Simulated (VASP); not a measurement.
Given:

```xyz
3
Lattice="2.4196 -4.1908 0.0000 2.4196 4.1908 0.0000 0.0000 0.0000 6.0708" Properties=species:S:1:pos:R:3 pbc="T T T"
Te     0.6127     1.0611     4.0472
Te     3.6138     0.0000     0.0000
Te     0.6127    -1.0611     2.0236
```

All values below come from vdW-DF2, VASP's PBE PAW potentials (set 64) (plane waves; VASP). Numerical set-up: 520 eV cut-off, 5×5×4 Γ-centred mesh, Gaussian smearing of 0.050 eV, potentials Te.

### Question
What does the run give for the energy per atom (σ→0)?

### Answer

```json
{
 "energy per atom (σ→0)": "-1.002 eV/atom"
}
```

Total energies compare only between runs with the same potentials, cut-off and functional.

The compound is Te in the trig structure. It was relaxed first, which changed the volume by +21 %.
